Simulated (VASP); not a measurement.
# NaCdAu: single point with PBE

The system is NaCdAu.

```xyz
12
Lattice="7.2837 0.0168 -0.2061 0.7826 7.2164 0.2370 -0.0932 -0.3511 5.2884" Properties=species:S:1:pos:R:3 pbc="T T T"
Cd    3.1801    5.1195    0.8052
Cd    3.0852    2.7441    2.4025
Cd    5.6896    3.3995    3.1251
Cd    0.3760    2.1845    1.7707
Au    4.2343    2.2757    5.2099
Au    5.1728    7.1963    0.6681
Au    1.6020    2.0497    4.6571
Au    6.0142    4.6114    0.6696
Na    6.3524    0.5772    3.9311
Na    0.8398    4.8205    4.2042
Na    7.9832    6.5705    1.4710
Na    2.6741   -0.1297    2.8247
```

The cell was built by a generator and needn't be a form met in nature.

| Item | Value |
| --- | --- |
| Program | VASP 6.6.1 |
| Task | single point |
| Functional | PBE |
| Potentials or basis | VASP PAW PBE potentials, release 64 (Cd, Au, Na_pv) |
| Cutoff | 520 eV |
| k mesh | 2 × 2 × 3 |
| Occupations | fermi-dirac, width 0.1 eV |
| Spin | no spin polarisation |
| Dipole correction | no |
| Further INCAR settings | ALGO = Fast; EDIFF = 1e-06; NBANDS = 72 |

| Quantity | Value |
| --- | --- |
| Pressure | 4.1 GPa |
| Largest force | 0.720 eV/Å |
| Band gap on the k mesh | none (metal or under the smearing width) |

Forces in eV/Å, atoms in the order of the input:
```
Cd   0.169  0.297 -0.267
Cd  -0.145  0.022  0.232
Cd   0.090  0.455  0.551
Cd  -0.146  0.361 -0.184
Au   0.125 -0.349 -0.481
Au  -0.090 -0.123  0.043
Au  -0.590 -0.258 -0.163
Au   0.588  0.140 -0.010
Na  -0.186  0.131  0.078
Na   0.039 -0.304 -0.203
Na  -0.179 -0.145 -0.168
Na   0.325 -0.226  0.571
```

Stress tensor (GPa, compression positive):
```
 4.89  0.43 -0.75
 0.43  3.97 -0.06
-0.75 -0.06  3.33
```

Levels at points of the mesh, in eV from the Fermi level:
```
           k point  band 58  band 59  band 60  band 61  band 62  band 63
(0.00, 0.00, 0.00)    -0.71    -0.49    -0.13     0.15     0.85     1.54
(0.50, 0.00, 0.00)    -1.14    -0.36     0.28     0.44     1.05     1.25
(0.00, 0.50, 0.00)    -1.13    -0.51    -0.05     0.67     1.21     1.96
(0.50, 0.50, 0.00)     0.13     0.35     0.46     0.79     1.18     1.42
```

Wall time 2.7 min on 1 thread of Intel(R) Xeon(R) Platinum 8488C (Sapphire Rapids), on a shared host, peak memory 0.41 GiB.

Caveat: the k mesh is coarse (spacing up to 0.44 Å⁻¹), so the values aren't converged. Spin-orbit coupling is left out, which matters for the levels of Au.
